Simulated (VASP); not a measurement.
VASP runs on HfB$_{2}$ (AlB2 type) share one base input (PBE GGA, plane waves, VASP's PBE PAW potentials (set 64)) and change the settings named in each case.

POSCAR:
```
HfB2
1
    1.6014000000    -2.7737060000     0.0000000000
    1.6014000000     2.7737060000     0.0000000000
    0.0000000000     0.0000000000     3.5496000000
Hf B
1 2
Direct
  0.0000000000   0.0000000000   0.0000000000
  0.3333330000   0.6666670000   0.5000000000
  0.6666670000   0.3333330000   0.5000000000
```

INCAR:
```
ENCUT  =  520
LASPH  =  .TRUE.
NELM  =  100
SIGMA  =  0.1   # width (eV)
ALGO  =  Normal   # blocked Davidson
LREAL  =  .FALSE.   # projection in real space or not
LWAVE  =  .FALSE.
ISIF  =  2
PREC  =  Accurate
EDIFF  =  1E-6   # SCF stop (eV)
LCHARG  =  .FALSE.
GGA  =  PE
ISMEAR  =  1
LMAXMIX  =  6
SYSTEM  =  HfB2
```

### KPOINTS
```
kpoints
0
Gamma
 10 10 8
0 0 0
```

POTCAR, in this order: Hf_pv B (PBE.64 set). Program: vasp_std.

```tsv
change	E(σ→0) (eV/atom)	−TS (eV)	irreducible k-points
base run	-8.7762	-0.0005	70
KGAMMA = .FALSE., KSPACING = 0.25, KPOINTS file removed	-8.7768	0.0001	120
KGAMMA = .FALSE., KSPACING = 0.3, KPOINTS file removed	-8.7758	-0.0008	60
KGAMMA = .TRUE., KSPACING = 0.4, KPOINTS file removed	-8.7610	-0.0008	21
KGAMMA = .FALSE., KSPACING = 0.2, KPOINTS file removed	-8.7772	0.0001	210
KGAMMA = .FALSE., KSPACING = 0.5, KPOINTS file removed	-8.7658	-0.0017	10
```
 Unless said otherwise, spin-orbit coupling is left out, though it shifts the bands of the heavy elements here.

Left out are runs that ran out of time, are held back, or changed the cell or the kind of run, fixed moments of cells without a moment, rows past the twelfth, gaps on odd meshes, pressures of charged cells and columns that move by less than the noise.

The compound is HfB2 in the AlB2 type structure. The cell was not relaxed at this level.
